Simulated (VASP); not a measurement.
Crystal: CdSe.

```xyz
4
Lattice="4.3000 0.0000 0.0000 -2.1500 3.7239 0.0000 0.0000 0.0000 7.0200" Properties=species:S:1:pos:R:3 pbc="T T T"
Cd    0.0000    2.4826    0.0000
Cd    2.1500    1.2413    3.5100
Se    0.0000    2.4826    2.7027
Se    2.1500    1.2413    6.2127
```

```yaml
Program: VASP 6.6.1
Task: relaxation of cell and atoms
Functional: PBE
Potentials_or_basis: VASP PAW PBE potentials, release 64 (Cd, Se)
Cutoff: 520 eV
k_mesh: 12 × 12 × 6
Occupations: gaussian, width 0.02 eV
Spin: no spin polarisation
```

At the start: pressure 3.3 GPa; volume 28.10 Å³/atom.

Question: Where does the relaxation end?

Answer: Over 13 steps the energy falls by 22.4 meV/atom and the volume is 29.92 Å³/atom (+6.5 %); space group P6_3mc (No. 186, to 0.05 Å).

The path:
```csv
step,energy change (eV),largest force (eV/Å),pressure (GPa),volume (Å³)
1,0.0000,0.2910,3.34,112.41
2,-0.0786,0.0482,-0.90,122.20
3,-0.0853,0.0928,-0.07,119.88
4,-0.0853,0.0897,-0.13,120.03
5,-0.0867,0.0568,-0.06,119.85
6,-0.0875,0.0070,0.03,119.60
7,-0.0887,0.0088,0.04,119.58
8,-0.0895,0.0119,0.05,119.54
9,-0.0895,0.0006,-0.04,119.79
10,-0.0895,0.0039,-0.01,119.72
11,-0.0895,0.0036,-0.01,119.72
12,-0.0895,0.0005,0.00,119.68
13,-0.0895,0.0002,0.00,119.69
```

Final structure:
```cif
data_structure
_symmetry_space_group_name_H-M 'P 1'
_symmetry_Int_Tables_number 1
_cell_length_a 4.3910
_cell_length_b 4.3910
_cell_length_c 7.1678
_cell_angle_alpha 90.000
_cell_angle_beta 90.000
_cell_angle_gamma 120.000
_cell_volume 119.69
loop_
_atom_site_label
_atom_site_type_symbol
_atom_site_fract_x
_atom_site_fract_y
_atom_site_fract_z
_atom_site_occupancy
Cd1 Cd 0.33333 0.66667 0.00463 1
Cd2 Cd 0.66667 0.33333 0.50463 1
Se1 Se 0.33333 0.66667 0.38037 1
Se2 Se 0.66667 0.33333 0.88037 1
```
